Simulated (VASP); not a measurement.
Calculation: PBEsol GGA, VASP's PBE PAW potentials (set 64) (plane waves; VASP).

Input for VASP

**INCAR**
```
! general
SYSTEM = Na2S
PREC   = Accurate
ENCUT  = 480
LREAL  = .FALSE.
LASPH  = .TRUE.

! electronic loop
EDIFF  = 1E-7
NELM   = 100
ALGO   = Normal

! smearing
ISMEAR = 0
SIGMA  = 0.05

! functional
GGA    = PS

! ions
ISIF   = 2

! output
LWAVE  = .FALSE.
LCHARG = .FALSE.
```

### KPOINTS
```
Automatic mesh
0
Gamma
6 6 6
0 0 0
```

### POSCAR
```
Na2S
1
   -0.0000000000     3.2494931764     3.2494931764
    3.2494931764    -0.0000000000     3.2494931764
    3.2494931764     3.2494931764     0.0000000000
Na S
2 1
Direct
  0.2500000000   0.2500000000   0.2500000000
  0.7500000000   0.7500000000   0.7500000000
  1.0000000000   0.0000000000   0.0000000000
```

POTCAR, in this order: Na_pv S (PBE.64 set). Program: vasp_std.

### Question
Estimate the energy per atom (σ→0), band gap (on the k-mesh).

### Answer

```json
{
  "energy per atom (σ→0)": "-3458 meV/atom",
  "band gap (on the k-mesh)": "2.43 eV"
}
```

### OSZICAR
```
...
DAV:  11    -0.103747207296E+02    0.53056E-03   -0.97011E-04   490   0.205E-01    0.233E-01
DAV:  12    -0.103746947837E+02    0.25946E-04   -0.59406E-05   466   0.477E-02    0.137E-01
DAV:  13    -0.103746544639E+02    0.40320E-04   -0.19503E-04   546   0.957E-02    0.941E-03
DAV:  14    -0.103746548903E+02   -0.42638E-06   -0.80501E-06   466   0.197E-02    0.179E-02
DAV:  15    -0.103746547866E+02    0.10373E-06   -0.12631E-07   480   0.286E-03    0.153E-02
DAV:  16    -0.103746545768E+02    0.20978E-06   -0.19826E-06   496   0.835E-03    0.694E-04
DAV:  17    -0.103746545905E+02   -0.13705E-07   -0.40210E-08   316   0.152E-03
   1 F= -.10374655E+02 E0= -.10374655E+02  d E =-.519084E-18
```

The compound is Na2S in the antifluorite structure. It was relaxed first.
